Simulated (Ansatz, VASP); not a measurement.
# ZnS in two plane-wave programs, part 2 of 2

One calculation is typed for both programs; each brings its own data sets. How far apart do they land? The cell is taken from a series of runs on this material, whose earlier steps may have relaxed, scaled, displaced or heated it; both programs get it as it stands.

VASP 6.6.1 and Ansatz 0.2.0.

So far. Step 5 (Ansatz: single point, LDA, pair 2): The run ends at a pressure of 6.13 GPa.

### 6. VASP: single point, LDA, pair 2 (continued)

Level of this step: LDA; plane waves and PAW (S, Zn) (VASP).

Numbers of over 12 decimals in the logs are rounded to 6 here.

OUTCAR, selected parts (step 6):

```text
  Total        1.3830253      1.3830253      1.3830253      0.0000000      0.0000000      0.0000000
  in kB       63.4531107     63.4531107     63.4531107      0.0000000      0.0000000      0.0000000
  external PRESSURE =      63.4531107 kB  Pullay stress =       0.0000000 kB

 POSITION                                       TOTAL-FORCE (eV/Angst)
 -----------------------------------------------------------------------------------
      0.00000      0.00000      0.00000         0.000000      0.000000      0.000000
      3.89144      3.89144      3.89144        -0.000000     -0.000000     -0.000000
 -----------------------------------------------------------------------------------
    total drift:                                0.000000      0.000000      0.000000

  FREE ENERGIE OF THE ION-ELECTRON SYSTEM (eV)
  ---------------------------------------------------
  free  energy   TOTEN  =        -8.1618172166 eV

  energy  without entropy=       -8.1618172166  energy(sigma->0) =       -8.16181722

[... 1 part as in an earlier step ...]

[... 2 further parts left out ...]
[key lines of the parts left out:]
E-fermi :   4.3921
```

The run ends at a pressure of 6.35 GPa.

### 7. Differences

Compared:

```csv
quantity,Ansatz,VASP,difference
pressure (GPa),6.13,6.35,-0.21
gap on the k mesh (eV),2.402,2.451,-0.049
```

A gap on the mesh is an upper bound, since the band edges may lie between its points.

### 8. VASP: single point, LDA, pair 3

A single point gives forces, pressure and levels at one fixed geometry, so differences don't come from the geometry; what else differs is listed under the comparison. The cell compared in this pair holds 34.18 Å³, against 34.92 Å³ for the pair before.

Contents of INCAR:

```
SYSTEM = ZnS
PREC = Accurate
ENCUT = 500
EDIFF = 1E-06
NELM = 120
ISMEAR = 0
SIGMA = 0.01
LREAL = .FALSE.
ALGO = Normal
GGA = PW92
NBANDS = 15
LORBIT = 11
LWAVE = .FALSE.
LCHARG = .FALSE.
ISIF = 2
LASPH = .TRUE.
GGA_COMPAT = .FALSE.
EFERMI = MIDGAP
```

Contents of POSCAR:

```
ZnS
1.0
    0.0000000000      2.5757631595      2.5757631595
    2.5757631595      0.0000000000      2.5757631595
    2.5757631595      2.5757631595      0.0000000000
S Zn
1 1
Direct
    0.0000000000      0.0000000000      0.0000000000
    0.7500000000      0.7500000000      0.7500000000
```

Contents of KPOINTS:

```
Automatic mesh
0
Gamma
12 12 12
0 0 0
```

Potentials, in the order of the species: S and Zn (LDA family, release 64).

Run with:

```bash
$ mpirun -np 1 vasp_std
```

Output:

```text
[... set-up lines as in an earlier step ...]
 entering main loop
       N       E                     dE             d eps       ncg     rms          rms(c)
DAV:   1     0.809276724352E+02    0.80928E+02   -0.85709E+03  2160   0.145E+03
DAV:   2    -0.340540898119E+01   -0.84333E+02   -0.79364E+02  2440   0.270E+02
DAV:   3    -0.854323204692E+01   -0.51378E+01   -0.51119E+01  2664   0.639E+01
DAV:   4    -0.859554786867E+01   -0.52316E-01   -0.52299E-01  2566   0.668E+00
[...]
DAV:  10    -0.812620140070E+01   -0.79490E-05   -0.12024E-04  2713   0.104E-01    0.633E-02
DAV:  11    -0.812620332751E+01   -0.19268E-05   -0.11601E-05  3261   0.761E-02    0.333E-02
DAV:  12    -0.812620255088E+01    0.77663E-06   -0.20696E-06  2072   0.275E-02
   1 F= -.81262026E+01 E0= -.81262026E+01  d E =0.000000E+00
```

Parts of OUTCAR (step 8):

```text
  Total        1.9010343      1.9010343      1.9010343      0.0000000      0.0000000      0.0000000
  in kB       89.1154006     89.1154006     89.1154006      0.0000000      0.0000000      0.0000000
  external PRESSURE =      89.1154006 kB  Pullay stress =       0.0000000 kB

 POSITION                                       TOTAL-FORCE (eV/Angst)
 -----------------------------------------------------------------------------------
      0.00000      0.00000      0.00000         0.000000     -0.000000     -0.000000
      3.86364      3.86364      3.86364        -0.000000      0.000000      0.000000
 -----------------------------------------------------------------------------------
    total drift:                                0.000001      0.000001      0.000000

  FREE ENERGIE OF THE ION-ELECTRON SYSTEM (eV)
  ---------------------------------------------------
  free  energy   TOTEN  =        -8.1262025509 eV

  energy  without entropy=       -8.1262025509  energy(sigma->0) =       -8.12620255

[... 1 part as in an earlier step ...]

[... 2 further parts left out ...]
[key lines of the parts left out:]
E-fermi :   4.6809
```

The run ends at a pressure of 8.91 GPa.

### 9. Ansatz: single point, LDA, pair 3

The same cell, functional (in two slightly different forms) and mesh now go to Ansatz, which takes its cutoff from its data sets.

The cell is taken from a series of runs on this material, whose earlier steps may have relaxed, scaled, displaced or heated it; both programs get it as it stands.

Contents of input.yaml:

```yaml
crystal:
  lattice:
    - [0.0, 2.5757631595, 2.5757631595]
    - [2.5757631595, 0.0, 2.5757631595]
    - [2.5757631595, 2.5757631595, 0.0]
  atoms:
    - { symbol: S, position: [0.0, 0.0, 0.0] }
    - { symbol: Zn, position: [0.75, 0.75, 0.75] }
kpoints:
  mp_grid: { grid: [12, 12, 12] }
hamiltonian:
  xc: lda
  pseudopotentials: { kind: paw, azcp: { folder: soft_1 }, xc_functional: pbe }
scf:
  occupations: { method: fixed }
output:
  forces: true
  stress: true
  eigenvalues: true
```

Run with:

```bash
$ ansatz run input.yaml --threads 4 --pin off --max-ram 10240MiB --backend cpu --events-out ev --progress --plain --runs-dir out
```

Output:

```text
[...]
Crystal: 2 atoms, lattice volume = 34.178 Å³
Basis set: ecut = 420 eV, 645 PW (Γ)
Bands: 13, of which v1, the nominal top of the filled ones, is band 9 counted from 1 (8 counted from 0)
Symmetry: 24 space group operations
[...]
k-points: 72 of 1728 (time reversal used)
[...]
--- Band table (eV; the first three rows and the last of 72) ---
  k-point 0: bands = [... 5 lower, 1.0003, 7.5127, 7.5127, 7.5127, 10.0142, 13.5828, 13.5828, 13.5828]
  k-point 1: bands = [... 5 lower, 0.9987, 6.8527, 7.4215, 7.4215, 10.4881, 13.5528, 13.7304, 13.7304]
  k-point 2: bands = [... 5 lower, 0.9968, 5.5893, 7.1899, 7.1899, 11.0598, 13.7857, 14.0635, 14.0635]
  k-point 71: bands = [... 5 lower, 1.5799, 2.0994, 3.9319, 4.1459, 12.9805, 14.0074, 15.4118, 15.4475]
[key lines of the parts left out:]
SCF converged after 8 iterations
Free energy (F): -4117.368160 eV
Fermi energy:    7.512677 eV
P = ⅓ Tr σ = 8.6704 GPa (86.704 kbar)
```

The run ends at a pressure of 8.67 GPa.

### 10. Differences

The two programs side by side:

```csv
quantity,Ansatz,VASP,difference
pressure (GPa),8.67,8.91,-0.24
gap on the k mesh (eV),2.502,2.553,-0.052
```

A gap on the mesh is an upper bound, since the band edges may lie between its points.

### 11. What came out

```yaml
difference_in_gap_on_the_k_mesh_single_point_lda_pair_1: -0.047 eV
difference_in_gap_on_the_k_mesh_single_point_lda_pair_2: -0.049 eV
difference_in_gap_on_the_k_mesh_single_point_lda_pair_3: -0.052 eV
```

The difference in gap on the k mesh is -0.052 eV (single point, LDA, pair 3), within the 0.08 eV picked in this series as the mark of a large difference. 5 further runs of this series are not shown here. How closely two codes agree says nothing of how well the functional describes the real material.

[Lines on the potential files, build, host, timing and source positions are cut from VASP's logs without a mark.]

[Logs are printed without paths, hosts, clocks, repeated set-up lines and the standing remarks that a program may print on its own settings, such as how far it seeks lower states.]

[Hosts, paths, dates, database ids (printed as entryN), source tags and the programs' standing remarks are cut or masked in the printed files.]
